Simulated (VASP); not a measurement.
Given:

```yaml
crystal:
  lattice:
    - [0.00000, 3.28261, 3.28261]
    - [3.28261, 0.00000, 3.28261]
    - [3.28261, 3.28261, 0.00000]
  atoms:
    - { symbol: Te, position: [0.50000, 0.50000, 0.50000] }
    - { symbol: Pb, position: [0.00000, 0.00000, 0.00000] }
```

Calculation: PW91 GGA, VASP's PBE PAW potentials (set 64) (plane waves; VASP 6.6.1). Numerical set-up: 520 eV cut-off, 7×7×7 Γ-centred mesh, Gaussian smearing of 0.050 eV, potentials Te Pb_d.

Task: Predict the energy per atom (σ→0).

Result: 
```json
{
  "energy per atom (σ→0)": "-3.794 eV/atom"
}
```

Only differences to runs with the same potentials and settings are physical.

The compound is PbTe in the rock salt structure. It was relaxed first.
